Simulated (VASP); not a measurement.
A run of VASP 6.6.1 is set up as follows.

File INCAR:

```
SYSTEM = BeRu
PREC     = Accurate       ! precision mode
ENCUT    = 600            ! plane-wave cutoff, eV
EDIFF    = 1E-6           ! SCF threshold, eV
ISMEAR   = 1              ! smearing method
SIGMA    = 0.1            ! smearing width, eV
LREAL    = .False.        ! projectors in reciprocal space
LASPH    = .True.         ! aspherical terms in the spheres
NELM     = 80             ! most SCF steps
ALGO     = Normal         ! electronic algorithm
ISIF     = 3              ! what is computed and relaxed
LWAVE    = .False.        ! write WAVECAR
LCHARG   = .False.        ! write CHGCAR
GGA      = PE             ! functional
IBRION   = 2              ! ionic algorithm
NSW      = 60             ! ionic steps
EDIFFG   = -0.005         ! ionic threshold
```

File KPOINTS:

```
regular mesh
0
Gamma
  12 12 7
  0 0 0
```

The input POSCAR:

```
BeRu
1.0
    2.4993717800      0.0000000000      0.0000000000
   -1.2496858900      2.1645194500      0.0000000000
    0.0000000000      0.0000000000      3.7955181000
Be Ru
1 1
Direct
    0.0000000000      0.0000000000      0.5000000000
    0.6666666700      0.3333333300      0.0000000000
```

Potentials or basis: VASP PAW PBE potentials, release 64 (Be, Ru_pv).

Launch:

```bash
$ cat potpaw_PBE.64/Be/POTCAR potpaw_PBE.64/Ru_pv/POTCAR > POTCAR
$ mpirun -np 1 vasp_std > vasp.out
```

Task: Predict the space group after relaxing (to 0.05 Å).

Result: P-6m2 (No. 187).

Task: Estimate the relaxed volume.

Result: 11.37 Å³/atom.

Task: Estimate the relaxed cell.

Result: a = 2.706 Å, b = 2.706 Å, c = 3.586 Å, α = 90.00°, β = 90.00°, γ = 120.00°.

Task: What does it give for the band gap on the k mesh?

Result: None (metal or under the smearing width).

Step by step:
| step | energy change (eV) | largest force (eV/Å) | pressure (GPa) | volume (Å³) |
| --- | --- | --- | --- | --- |
| 1 | 0.0000 | 0.0000 | 36.79 | 20.53 |
| 2 | 0.1431 | 0.0000 | -28.65 | 28.24 |
| 3 | -0.3754 | 0.0000 | -5.02 | 23.65 |
| 4 | -0.3763 | 0.0000 | -3.93 | 23.52 |
| 5 | -0.4389 | 0.0000 | -1.68 | 23.04 |
| 6 | -0.4496 | 0.0000 | -0.22 | 22.79 |
| 7 | -0.4501 | 0.0000 | 0.19 | 22.72 |
| 8 | -0.4501 | 0.0000 | 0.30 | 22.70 |
| 9 | -0.4500 | 0.0000 | -0.32 | 22.78 |
| 10 | -0.4501 | 0.0000 | 0.00 | 22.74 |
| 11 | -0.4501 | 0.0000 | -0.07 | 22.74 |
| 12 | -0.4501 | 0.0000 | 0.13 | 22.72 |
| 13 | -0.4501 | 0.0000 | 0.07 | 22.73 |
| 14 | -0.4501 | 0.0000 | 0.06 | 22.73 |
| 15 | -0.4501 | 0.0000 | 0.04 | 22.74 |
| 16 | -0.4501 | 0.0000 | -0.05 | 22.74 |
| 17 | -0.4501 | 0.0000 | 0.08 | 22.74 |
| 18 | -0.4501 | 0.0000 | -0.01 | 22.73 |
| 19 | -0.4501 | 0.0000 | 0.12 | 22.73 |
| 20 | -0.4501 | 0.0000 | 0.08 | 22.73 |
| 21 | -0.4501 | 0.0000 | 0.12 | 22.73 |
| 22 | -0.4501 | 0.0000 | 0.09 | 22.73 |
| 23 | -0.4501 | 0.0000 | 0.04 | 22.73 |
